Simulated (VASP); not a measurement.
A convergence study with VASP on InP (zinc blende): a few settings are varied, all else stays as given below, so the limit is that of these other settings. The cell's lengths are 1 % over those of the tabulated start and one atom is moved, so it is off equilibrium.

```
InP
1.0
    0.00000     2.96435     2.96435
    2.96435     0.00000     2.96435
    2.96435     2.96435     0.00000
In P
1 1
Direct
  0.00000   0.00000   0.00000
  0.23978   0.26022   0.26022
```

The numbers are results of PBEsol GGA, VASP's PBE PAW potentials (set 64) (plane waves; VASP), not measurements. The last row used: LREAL = Auto, 600 eV cut-off, 7×7×7 Γ-centred mesh, Gaussian smearing of 0.050 eV, potentials In_d P.

Unless said otherwise, spin-orbit coupling is left out, though it shifts the bands of the heavy elements here. Gaps are read on the run's mesh, which can miss a band edge.

| setting | E (eV/atom) | pressure (GPa) | gap on the mesh (eV) | plane waves |
|---|---|---|---|---|
| ENCUT = 300, LREAL = .FALSE., PREC = Normal | -4.5648 | -1.86 | 0.322 | 630 |
| ENCUT = 400, LREAL = .FALSE., PREC = Normal | -4.5657 | -1.56 | 0.325 | 958 |
| ENCUT = 500, LREAL = .FALSE., PREC = Normal | -4.5658 | -1.56 | 0.325 | 1363 |
| ENCUT = 600, LREAL = .FALSE., PREC = Normal | -4.5659 | -1.52 | 0.325 | 1807 |
| ENCUT = 300, LREAL = .FALSE., PREC = Accurate | -4.5646 | -1.87 | 0.322 | 630 |
| ENCUT = 400, LREAL = .FALSE., PREC = Accurate | -4.5657 | -1.56 | 0.325 | 958 |
| ENCUT = 500, LREAL = .FALSE., PREC = Accurate | -4.5658 | -1.56 | 0.325 | 1363 |
| ENCUT = 600, LREAL = .FALSE., PREC = Accurate | -4.5660 | -1.53 | 0.325 | 1807 |
| ENCUT = 300, LREAL = Auto, PREC = Normal | -4.5639 | -1.90 | 0.322 | 630 |
| ENCUT = 400, LREAL = Auto, PREC = Normal | -4.5656 | -1.75 | 0.325 | 958 |
| ENCUT = 500, LREAL = Auto, PREC = Normal | -4.5677 | -1.58 | 0.326 | 1363 |
| ENCUT = 600, LREAL = Auto, PREC = Normal | -4.5676 | -1.59 | 0.325 | 1807 |
| ENCUT = 300, LREAL = Auto, PREC = Accurate | -4.5649 | -1.87 | 0.322 | 630 |
| ENCUT = 400, LREAL = Auto, PREC = Accurate | -4.5660 | -1.56 | 0.325 | 958 |
| ENCUT = 500, LREAL = Auto, PREC = Accurate | -4.5663 | -1.53 | 0.325 | 1363 |
| ENCUT = 600, LREAL = Auto, PREC = Accurate | -4.5674 | -1.44 | 0.326 | 1807 |

Left out are rungs that failed or repeat a setting and relaxations that didn't move; long series are thinned to 24 rows.

The compound is InP in the zinc blende structure. The cell was not relaxed at this level, it is distorted from the ideal structure.
